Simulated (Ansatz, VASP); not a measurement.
# Tc in two plane-wave programs

Aim: how closely do two programs agree when they are given the same cell, functional and k mesh? The cell is taken from a series of runs on this material, whose earlier steps may have relaxed, scaled, displaced or heated it; both programs get it as it stands.

Calculated with Ansatz 0.2.0; plane waves, with VASP 6.6.1 beside it; relaxation of cell and atoms at PBEsol.

**1. The starting structure**

The structure is hexagonal, space group P6_3/mmc (No. 194). Conventional cell: a = 2.724 Å, b = 2.724 Å, c = 4.357 Å, α = 90.00°, β = 90.00°, γ = 120.00°. Tc has 12 Tc at 2.69 to 2.72 Å nearest.

Coordinates:

```xyz
2
Lattice="2.7239 0.0000 0.0000 -1.3619 2.3590 0.0000 0.0000 0.0000 4.3573" Properties=species:S:1:pos:R:3 pbc="T T T"
Tc    0.0000    1.5726    1.0893
Tc    1.3619    0.7863    3.2679
```

**2. VASP: relaxation of cell and atoms, PBEsol**

The relaxed volume is the usual yardstick between codes: in a stiff, nearly cubic crystal its relative difference is about their pressure difference at one cell divided by the bulk modulus.

Lines of VASP's logs that name or quote its potential files are left out, and so is its time.

Contents of INCAR:

```
SYSTEM = Tc
PREC = Accurate
ENCUT = 500
EDIFF = 1E-07
NELM = 120
ISMEAR = 1
SIGMA = 0.2
LREAL = .FALSE.
ALGO = Normal
GGA = PS
NBANDS = 19
LASPH = .TRUE.
LORBIT = 11
LWAVE = .FALSE.
LCHARG = .FALSE.
ISIF = 3
IBRION = 2
NSW = 80
EDIFFG = -0.005
GGA_COMPAT = .FALSE.
NELMIN = 4
```

Contents of POSCAR:

```
Tc
1.0
    2.7238920000      0.0000000000      0.0000000000
   -1.3619460000      2.3589600000      0.0000000000
    0.0000000000      0.0000000000      4.3572510000
Tc
2
Direct
    0.3333333333      0.6666666667      0.2500000574
    0.6666666667      0.3333333333      0.7499999426
```

Contents of KPOINTS:

```
Automatic mesh
0
Gamma
18 18 10
0 0 0
```

Potentials, in the order of the species: Tc_pv (PBE family, release 64).

Run with:

```console
mpirun -np 1 vasp_std
```

Numbers of over 12 decimals in the logs are rounded to 6 here.

The program printed:

```text
[banner, memory and clock lines left out]
running    1 mpi-ranks, on    1 nodes
 distrk:  each k-point on    1 cores,    1 groups
 distr:  one band on    1 cores,    1 groups

 POSCAR found type information on POSCAR Tc
 POSCAR found :  1 types and       2 ions
|                                                                             |
|               ----> ADVICE to this user running VASP <----                  |
|                                                                             |
|     You enforced a specific xc type in the INCAR file but a different       |
|     [... a line on the potential file left out ...]
|     I HOPE YOU KNOW WHAT YOU ARE DOING!                                     |
|                                                                             |

 LDA part: xc-table for (Slater+PW92), standard interpolation
 POSCAR, INCAR and KPOINTS ok, starting setup
 FFT: planning ... GRIDC
 FFT: planning ... GRID_SOFT
 FFT: planning ... GRID
 WAVECAR not read
 entering main loop
       N       E                     dE             d eps       ncg     rms          rms(c)
DAV:   1     0.306383638203E+03    0.30638E+03   -0.16267E+04  8532   0.140E+03
DAV:   2    -0.165484684746E+02   -0.32293E+03   -0.31695E+03  8987   0.419E+02
DAV:   3    -0.241430804163E+02   -0.75946E+01   -0.75302E+01  9402   0.760E+01
DAV:   4    -0.241904030991E+02   -0.47323E-01   -0.47309E-01  9186   0.660E+00
DAV:   5    -0.241908410611E+02   -0.43796E-03   -0.43796E-03  9257   0.619E-01    0.261E+01
DAV:   6    -0.227230419488E+02    0.14678E+01   -0.29825E+00  9078   0.166E+01    0.810E+00
DAV:   7    -0.225461110236E+02    0.17693E+00   -0.50830E-01  9360   0.636E+00    0.962E-01
DAV:   8    -0.225341181387E+02    0.11993E-01   -0.97862E-03  8835   0.102E+00    0.159E-01
DAV:   9    -0.225341717465E+02   -0.53608E-04   -0.20460E-04  9577   0.132E-01    0.273E-02
DAV:  10    -0.225341768429E+02   -0.50965E-05   -0.11876E-05  9084   0.286E-02    0.888E-03
DAV:  11    -0.225341767799E+02    0.63007E-07   -0.49964E-07  9356   0.669E-03
   1 F= -.22534177E+02 E0= -.22535065E+02  d E =-.225342E+02
 curvature:   0.00 expect dE= 0.000E+00 dE for cont linesearch  0.000E+00
 trial: gam= 0.00000 g(F)=  0.277E-40 g(S)=  0.154E-02 ort = 0.000E+00 (trialstep = 0.100E+01)
 search vector abs. value=  0.154E-02
 bond charge predicted
       N       E                     dE             d eps       ncg     rms          rms(c)
DAV:   1    -0.225706519738E+02   -0.36475E-01   -0.10114E+00  8949   0.114E+01    0.223E+00
DAV:   2    -0.225335063037E+02    0.37146E-01   -0.89410E-02  8886   0.305E+00    0.310E-01
DAV:   3    -0.225318151346E+02    0.16912E-02   -0.93937E-03  9126   0.937E-01    0.311E-01
DAV:   4    -0.225324588510E+02   -0.64372E-03   -0.51565E-04  8715   0.189E-01    0.131E-02
DAV:   5    -0.225324843505E+02   -0.25499E-04   -0.42137E-05  9405   0.610E-02    0.118E-02
DAV:   6    -0.225324888001E+02   -0.44496E-05   -0.53629E-06  8898   0.179E-02    0.320E-03
DAV:   7    -0.225324886702E+02    0.12982E-06   -0.12397E-07  6051   0.314E-03    0.198E-04
DAV:   8    -0.225324886833E+02   -0.13052E-07   -0.78324E-09  4554   0.732E-04
   2 F= -.22532489E+02 E0= -.22533432E+02  d E =0.168810E-02
 trial-energy change:    0.001688  1 .order    0.001706   -0.001536    0.004948
 step:   0.2399(harm=  0.2369)  dis= 0.00000  next Energy=   -22.534361 (dE=-0.185E-03)
 bond charge predicted
       N       E                     dE             d eps       ncg     rms          rms(c)
DAV:   1    -0.225564785229E+02   -0.23990E-01   -0.58997E-01  8943   0.879E+00    0.166E+00
DAV:   2    -0.225349566104E+02    0.21522E-01   -0.52619E-02  8895   0.233E+00    0.234E-01
DAV:   3    -0.225340136829E+02    0.94293E-03   -0.53660E-03  9102   0.707E-01    0.226E-01
DAV:   4    -0.225343542002E+02   -0.34052E-03   -0.31252E-04  8688   0.145E-01    0.160E-02
DAV:   5    -0.225343601202E+02   -0.59200E-05   -0.18837E-05  9336   0.403E-02    0.945E-03
DAV:   6    -0.225343622886E+02   -0.21684E-05   -0.31069E-06  8814   0.124E-02    0.207E-03
DAV:   7    -0.225343624351E+02   -0.14642E-06   -0.61561E-08  5510   0.210E-03    0.185E-04
DAV:   8    -0.225343624341E+02    0.95224E-09   -0.50131E-09  4464   0.531E-04
   3 F= -.22534362E+02 E0= -.22535263E+02  d E =-.185654E-03
 curvature:  -0.12 expect dE=-0.134E-06 dE for cont linesearch -0.857E-10
 trial: gam= 0.00142 g(F)=  0.177E-40 g(S)=  0.113E-05 ort =-0.105E-05 (trialstep = 0.848E+00)
 search vector abs. value=  0.113E-05
 reached required accuracy - stopping structural energy minimisation
```

From OUTCAR (step 2):

```text
ion  position               nearest neighbor table
   1  0.333  0.667  0.250-   2 2.69   2 2.69   2 2.69   2 2.69   2 2.69   2 2.69
   2  0.667  0.333  0.750-   1 2.69   1 2.69   1 2.69   1 2.69   1 2.69   1 2.69

  LATTYP: Found a hexagonal cell.
 ALAT       =     2.7238920000
 C/A-ratio  =     1.5996416157

 Subroutine GETGRP returns: Found 24 space group operations
 (whereof 12 operations were pure point group operations)

The static configuration has the point symmetry D_3d.
 The point group associated with its full space group is D_6h.

 Found    222 irreducible k-points:

   k-points           NKPTS =    222   k-points in BZ     NKDIM =    222   number of bands    NBANDS=     19

   dimension x,y,z NGX =    20 NGY =   20 NGZ =   32
   dimension x,y,z NGXF=    40 NGYF=   40 NGZF=   64

   ENCUT  =  500.0 eV  36.75 Ry    6.06 a.u.   4.97  4.97  7.94*2*pi/ulx,y,z

   NELECT =      26.0000    total number of electrons

 k-points in reciprocal lattice and weights: Automatic mesh
   0.00000000  0.00000000  0.00000000       0.000
   0.05555556 -0.00000000  0.00000000       0.002
   0.11111111 -0.00000000  0.00000000       0.002
   0.16666667  0.00000000  0.00000000       0.002
   0.22222222  0.00000000  0.00000000       0.002
   0.27777778  0.00000000  0.00000000       0.002
   0.33333333  0.00000000  0.00000000       0.002
   0.38888889  0.00000000  0.00000000       0.002
   0.44444444  0.00000000  0.00000000       0.002
[...]
0.33333333  0.27777778  0.50000000       0.004
   0.33333333  0.33333333  0.50000000       0.001

 average (electrostatic) potential at core
       1 -66.4899       2 -66.4899

 E-fermi :  12.9131

 k-point     1 :       0.0000    0.0000    0.0000
  band No.  band energies     occupation
    ...
     11      11.4185      2.00000
     12      12.0712      2.00000
     13      12.0712      2.00000
     14      12.7803      1.89339
     15      12.7803      1.89339
     16      14.6731     -0.00000
     17      15.5668     -0.00000
     18      15.5668     -0.00000
     19      24.3325      0.00000

 k-point     2 :       0.0556   -0.0000    0.0000
  band No.  band energies     occupation
    ...
     11      11.6782      2.00000
     12      12.0051      2.00000
     13      12.1674      2.00000
     14      12.6367      2.06482
     15      12.6960      2.06375
     16      13.8957     -0.00000
     17      15.6218     -0.00000
     18      16.5109     -0.00000
     19      24.3196      0.00000

 k-point     3 :       0.1111   -0.0000    0.0000
  band No.  band energies     occupation
    ...
     11      11.7878      2.00000
     12      12.0483      2.00000
     13      12.0742      2.00000
     14      12.4510      2.00518
     15      12.4732      2.00797
     16      13.1812     -0.06740
     17      15.7600     -0.00000
     18      17.8664      0.00000
     19      24.2639      0.00000

  Total       -0.0026014     -0.0026014      0.0057712     -0.0000000      0.0000000     -0.0000000
  in kB       -0.1492430     -0.1492430      0.3310949     -0.0000000      0.0000000     -0.0000000
  external PRESSURE =       0.0108696 kB  Pullay stress =       0.0000000 kB

  energy-cutoff  :      500.00
  volume of cell :       27.93
      direct lattice vectors                 reciprocal lattice vectors
     2.721558835  0.000000000  0.000000000     0.367436481  0.212139521  0.000000000
    -1.360779417  2.356939419 -0.000000000    -0.000000000  0.424279043 -0.000000000
    -0.000000000  0.000000000  4.353695338    -0.000000000  0.000000000  0.229689935

 POSITION                                       TOTAL-FORCE (eV/Angst)
 -----------------------------------------------------------------------------------
     -0.00000      1.57129      1.08842        -0.000000      0.000000      0.000000
      1.36078      0.78565      3.26527         0.000000     -0.000000     -0.000000
 -----------------------------------------------------------------------------------
    total drift:                               -0.000001     -0.000002     -0.000006

  FREE ENERGIE OF THE ION-ELECTRON SYSTEM (eV)
  ---------------------------------------------------
  free  energy   TOTEN  =       -22.5343624341 eV

  energy  without entropy=      -22.5370654265  energy(sigma->0) =      -22.53526343

 reached required accuracy - stopping structural energy minimisation

 total charge
# of ion       s       p       d       tot
------------------------------------------
    1        0.490   6.514   5.165  12.169
    2        0.490   6.514   5.165  12.169
--------------------------------------------------
tot          0.980  13.029  10.330  24.338

[... 3 further parts left out ...]
```

CONTCAR:

```
Tc
   1.00000000000000
     2.7215588346593083    0.0000000000000000    0.0000000000000000
    -1.3607794173296541    2.3569394186935964   -0.0000000000000000
    -0.0000000000000000    0.0000000000000000    4.3536953382358750
  Tc
     2
Direct
     0.3333333332999970    0.6666666667000030    0.2500000574000012
     0.6666666667000030    0.3333333332999970    0.7499999425999988
```

The PAW data sets were made with PBE, which is usual practice but a small mismatch for other functionals. The run keeps the 24 symmetry operations of its start, so it cannot find a distortion of lower symmetry.

**3. Ansatz: relaxation of cell and atoms, PBEsol**

Ansatz runs on its default PAW (the set named soft_2) files.

The same cell, functional, mesh and smearing now go to Ansatz, which takes its cutoff from its data sets.

Contents of input.yaml:

```yaml
crystal:
  lattice:
    - [2.7238920782, 0.0, 0.0]
    - [-1.3619460391, 2.3589597369, 0.0]
    - [0.0, 0.0, 4.3572507603]
  atoms:
    - { symbol: Tc, position: [0.3333333333, 0.6666666667, 0.25] }
    - { symbol: Tc, position: [0.6666666667, 0.3333333333, 0.75] }
kpoints:
  mp_grid: { grid: [18, 18, 10] }
hamiltonian:
  xc: pbesol
scf:
  occupations: { method: methfessel_paxton, width: 0.2 }
  lower_state_search: "off"
output:
  forces: true
  stress: true
  eigenvalues: true
relax:
  adjacent_minimum: "off"
  f_tol: 0.001
  max_steps: 60
  cell: { stress_tol: 0.01 }
```

Run with:

```console
ansatz run input.yaml --threads 8 --pin off --max-ram 16384MiB --backend cpu --events-out ev --progress --plain --runs-dir out
```

The program printed:

```text
Engine: ansatz 0.2.0, aarch64-unknown-linux-gnu
Pseudopotentials: kind: paw
Pseudopotential: Tc, paw, valence charge 15, recommended cutoff 500 eV (normal), Tc.paw.azcp
Functional definition: PBEsol
  exchange = pbesol_x
  correlation = pbesol_c
Crystal: 2 atoms, lattice volume = 27.998 Å³
Basis set: ecut = 500 eV, 699 PW (Γ), exchange–correlation on 40×40×64 points (8 copies of the dense FFT grid, shifted against one another)
Bands: 19, of which v1, the nominal top of the filled ones, is band 15 counted from 1 (14 counted from 0)
Symmetry: 24 space group operations
Space group: P63/mmc (ITA 194), of the structure as read, at distance tolerance 3.0e-5 Å
k-points: 222 of 3240
Non-local potential: Tc, projectors of the file, l = 0: 3, l = 1: 3, l = 2: 2, l = 3: 2
PAW form: soft (Blöchl's): semilocal exchange-correlation on the pseudo side does not see the compensation charge
PAW frozen core: Tc, regenerated for the run's functional, and the local potential with it (the file was generated under x = pbe(κ = 0.804, μ = 0.219515), c = pbe(β = 0.066725))
PAW one-centre angular grid: Tc, 590 points (default); XC on 64 Gauss nodes
Initial density: superposition of atomic densities (chi_scale 0.1, normalization cell)
Initial wavefunctions: pseudopotential atomic-orbital guess
Functional: x = pbesol(κ = 0.804, μ = 0.123457), c = pbesol(β = 0.046)
SCF iter   1: F=—  HF=-10675.745234 eV  |F-HF|=—  |Δ(HF+E_count)|=         —  Δρ=6.11e-2  dr2=1.00e0  ethr=3.10e-3  ⟨swp⟩=4.9  Hψ=18119  notcnv=0
preconditioner: auto → none  [metal: Δε(μ)=0.009 eV  Ē_g=5.431 eV  σ=0.200 eV  W_gap=0.04  n_scr=8 (ndim 8)  ℏωp=26.3 eV  f_vac=0.000  D(μ)=1.94/eV (n_scr^D=22)  sad-step TF]
SCF iter   2: F=—  HF=-10675.469064 eV  |F-HF|=—  |Δ(HF+E_count)|=   2.76e-1  S|Δr|=    0.00e0  Δρ=3.15e-2  dr2=2.62e-1  ethr=3.10e-3  ⟨swp⟩=2.2  Hψ=6978  notcnv=0  defer=7
SCF iter   3: F=—  HF=-10675.374923 eV  |F-HF|=—  |Δ(HF+E_count)|=   9.41e-2  S|Δr|=    0.00e0  Δρ=2.39e-3  dr2=8.71e-4  ethr=8.72e-4  ⟨swp⟩=3.0  Hψ=8380  notcnv=0  defer=7
SCF iter   4: F=—  HF=-10675.374876 eV  |F-HF|=—  |Δ(HF+E_count)|=   4.74e-5  S|Δr|=    0.00e0  Δρ=2.37e-4  dr2=1.52e-5  ethr=2.90e-6  ⟨swp⟩=2.2  Hψ=6595  notcnv=0  defer=7
SCF iter   5: F=—  HF=-10675.374869 eV  |F-HF|=—  |Δ(HF+E_count)|=   6.86e-6  S|Δr|=    0.00e0  Δρ=3.91e-5  dr2=3.20e-7  ethr=5.05e-8  ⟨swp⟩=2.2  Hψ=6229  notcnv=0  defer=7
SCF iter   6: F=-10675.374869 eV  HF=-10675.374869 eV  |F-HF|=9.68e-10  |Δ(HF+E_count)|=   8.86e-8  S|Δr|=    0.00e0  Δρ=7.29e-6  dr2=8.18e-9  ethr=3.33e-10  ⟨swp⟩=5.1  Hψ=16527  notcnv=0
SCF 1 converged in 6 iterations: F = -10675.374869 eV  dr2 = 8.18e-9
  greatest PAW one-centre occupation: 0.990 electrons in one spin orbital (limit 2), on the Tc atom at site 1 (counted from 0), in its partial waves of l = 0
relax step   1: F+E_penalty+E_count = -10675.37486856 eV  Δ(F+E_penalty+E_count) = +0.000e0 eV  max|allowed force component| = 2.313e-18 eV/Å  Δτ_max = 0.0000 Å  P = -0.024 GPa  Ω = 27.998 Å³  (6 SCF iters, dr2 threshold 1.00e-7 eV, accepted)
[...]
relax step   2: F+E_penalty+E_count = -10675.37486929 eV  Δ(F+E_penalty+E_count) = -7.336e-7 eV  max|allowed force component| = 1.793e-17 eV/Å  Δτ_max = 0.0000 Å  P = +0.038 GPa  Ω = 27.992 Å³  energy of the carried Pulay correction = +6.142e-7 eV  (3 SCF iters, dr2 threshold 4.92e-9 eV, accepted)
[...]
relax step   3: F+E_penalty+E_count = -10675.37486953 eV  Δ(F+E_penalty+E_count) = -2.420e-7 eV  max|allowed force component| = 1.156e-17 eV/Å  Δτ_max = 0.0000 Å  P = +0.000 GPa  Ω = 27.996 Å³  energy of the carried Pulay correction = +2.450e-7 eV  (2 SCF iters, dr2 threshold 6.43e-9 eV, accepted)
[...]
relax step   4: F+E_penalty+E_count = -10675.37486936 eV  Δ(F+E_penalty+E_count) = +1.703e-7 eV  max|allowed force component| = 9.252e-18 eV/Å  Δτ_max = 0.0000 Å  P = +0.000 GPa  Ω = 27.996 Å³  stress off target by 7.24e-4 GPa  SCF on the basis re-selected at this cell (its energy is not comparable with the rows above)  (4 SCF iters)
basis re-selected at this cell: Δ(F+E_penalty+E_count) = +1.703e-7 eV, ΔP = -0.000 GPa vs the last step (what re-selecting the basis moved, of the pressure what is left beyond the Pulay correction that the steps carried, after the strain that the cell walked since its last selection, with what the two solves' SCF thresholds leave and, on support functions, any second-order correction that the steps lacked; it is no m [...]
SCF converged after 4 iterations
Stability not checked: this state was not tested for a lower state beside it, because cold or Methfessel-Paxton smearing, or corrected tetrahedra, fill the levels in a way that the test cannot read (fill_not_monotonic; see scf.lower_state_search)
Free energy (F): -10675.374869 eV
Harris-Foulkes:  -10675.374869 eV  (|F-HF|=0.00e0)
Internal energy: -10675.377570 eV  (E = F + TS)
E sigma→0 (E₀):  -10675.375545 eV
Entropy (-TS):   0.002701 eV (1.350 meV/atom)
Fermi energy:    22.791034 eV
--- Per-component energies (eV) ---
  E_band       = -83.419555
  E_kinetic    = 1247.953480
  E_local      = -2330.085103  (includes V_loc(G=0)·N_el)
  E_nonlocal   = 577.325915
  E_hartree    = 627.156148
  E_xc         = -476.428844
  E_vxc        = -588.951275  (∫ρ·V_xc dr)
  E_paw        = -6439.286687  (= ΣΔE_a)
  E_vpaw       = -243.974835  (= ΣTr[D̂ρ^β])
  E_aug_tail   = -0.000026  (compensation charges beyond the density's cutoff)
  E_ewald      = -3882.466140
  E_core_change = 0.453689  (= ΣΔE_core)
  E_smearing   = 0.002701  (= −TS)
  E_closure    = -0.000000  (closes the sum)
  Σ components = -10675.374869   (vs F -10675.374869, Δ=0.00e0)
--- Forces (eV/Å), atoms counted from 1 ---
  atom   1  Tc    -0.00000000     0.00000000     0.00000000
  atom   2  Tc     0.00000000    -0.00000000     0.00000000
  max |Σ_I F_I| component: 4.63e-18 eV/Å
--- Stress (GPa, compression-positive) ---
        0.000049       0.000000       0.000000
        0.000000       0.000049       0.000000
        0.000000       0.000000       0.000724
  P = ⅓ Tr σ = 0.0003 GPa (0.003 kbar)
--- Band table (eV; the first three rows and the last of 222) ---
  k-point 0: bands = [... 11 lower, 21.1955, 21.2980, 21.9505, 21.9505, 22.6592, 22.6592, 24.5449, 25.4381]
  k-point 1: bands = [... 11 lower, 21.1326, 21.2356, 21.8797, 21.8797, 22.8191, 22.8191, 24.2075, 25.4495]
  k-point 2: bands = [... 11 lower, 21.0181, 21.0693, 21.6955, 21.6955, 23.2153, 23.2153, 23.3708, 25.4483]
  k-point 221: bands = [... 11 lower, 19.4215, 20.9938, 20.9938, 22.7066, 22.7066, 25.5091, 25.5091, 32.3779]
--- Relaxed structure (3 steps of the walk, 3 accepted, 1 SCFs on fresh bases) ---
  F+E_penalty+E_count = -10675.37486936 eV   max|allowed force component| = 9.252e-18 eV/Å   (the final SCF, on the basis selected at the relaxed cell)
  cell:  # Å, volume = 27.9956 Å³
    - [2.723681, 0.0, 0.0]
    - [-1.361840, 2.358777, 0.0]
    - [0.0, 0.0, 4.357598]
  atoms:
    - { symbol: Tc, position: [0.333333, 0.666667, 0.25] }
    - { symbol: Tc, position: [0.666667, 0.333333, 0.75] }
```

The column dr2 measures how far the density is from self-consistency, as an energy; F and HF (Harris–Foulkes) agree once it is small.

**4. Side by side**

Known differences besides the potentials themselves: the data sets hold 30 valence electrons in Ansatz (on its default PAW (the set named soft_2) files) and 26 in VASP; Ansatz makes its cores anew for this functional, VASP keeps those of its PBE data sets; Ansatz adds a Pulay correction to the stress that steers its cell, VASP none. Total energies have different zeros and are not compared.

Both answers:

```tsv
quantity	Ansatz	VASP	difference
volume (Å³)	28.00	27.93	+0.25 %
edge a after relaxation, in the typed setting (Å)	2.724	2.722	+0.08 %
edge c after relaxation, in the typed setting (Å)	4.358	4.354	+0.09 %
```

**5. Results**

| Quantity | Value |
| --- | --- |
| difference in volume (relaxation of cell and atoms, PBEsol) | 0.25 % |

What this shows: The difference in volume is 0.25 % (relaxation of cell and atoms, PBEsol), within the 1.2 % picked in this series as the mark of a large difference, as far as the stopping tolerances let one tell. The data sets hold unlike numbers of valence electrons (30 in Ansatz and 26 in VASP), so part of the differences comes from the potentials. How closely two codes agree says nothing of how well the functional describes the real material.

[Lines on the potential files, build, host, timing and source positions are cut from VASP's logs without a mark.]

[Logs are printed without paths, hosts, clocks, repeated set-up lines and the standing remarks that a program may print on its own settings, such as how far it seeks lower states.]

[Hosts, paths, dates, database ids (printed as entryN), source tags and the programs' standing remarks are cut or masked in the printed files.]
